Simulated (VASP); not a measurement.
MgI2 (1T layered) is relaxed at rising pressure, each step from the one before. Symmetry mostly holds the structure type, and other phases were not tried. The mesh follows the cell, and a change of mesh leaves a small step in the series.

Consider the following.

MgI₂ is modelled in the trigonal space group P-3m1 (No. 164), the CdI2 type structure, Pearson symbol hP3. Conventional cell: a = 4.128 Å, b = 4.128 Å, c = 7.000 Å, α = 90.00°, β = 90.00°, γ = 120.00°. Mg on 1a sees 6 I at 2.909 Å (octahedral). I on 2d is coordinated by 3 Mg at 2.909 Å (trigonal pyramidal). (Neighbours: up to the widest gap in distance over summed covalent radii, below 1.35, at either atom; cation-cation and far metal-metal contacts left out.)

Method: PBEsol GGA, VASP's PBE PAW potentials (set 64) (plane waves; VASP). Settings: 500 eV cut-off, 6×6×3 Γ-centred mesh, Gaussian smearing of 0.050 eV, potentials Mg I.

Without a dispersion term in the relaxation, distances and binding between the weakly bound layers, chains or molecules are unreliable, and so is what depends on them.

```json
[
 {"P (GPa)": "0", "V (Å³/atom)": "34.43", "H − H(0) (eV/atom)": "0.000", "space group": "P-3m1", "k-mesh": "6×6×3"},
 {"P (GPa)": "5", "V (Å³/atom)": "28.41", "H − H(0) (eV/atom)": "0.956", "space group": "P-3m1", "k-mesh": "7×7×4"},
 {"P (GPa)": "10", "V (Å³/atom)": "25.96", "H − H(0) (eV/atom)": "1.802", "space group": "P-3m1", "k-mesh": "7×7×4"},
 {"P (GPa)": "20", "V (Å³/atom)": "___", "H − H(0) (eV/atom)": "___", "space group": "P-3m1", "k-mesh": "7×7×4"},
 {"P (GPa)": "30", "V (Å³/atom)": "___", "H − H(0) (eV/atom)": "___", "space group": "P-3m1", "k-mesh": "7×7×4"},
 {"P (GPa)": "45", "V (Å³/atom)": "19.44", "H − H(0) (eV/atom)": "6.608", "space group": "P-3m1", "k-mesh": "8×8×4"}
]
```

Problem. Complete the blanks.

Solution. 
- 20, V (Å³/atom): 23.12
- 20, H − H(0) (eV/atom): 3.326
- 30, V (Å³/atom): 21.29
- 30, H − H(0) (eV/atom): 4.708

Pressures at which the relaxation failed are left out.

The compound is MgI2 in the 1T layered structure.
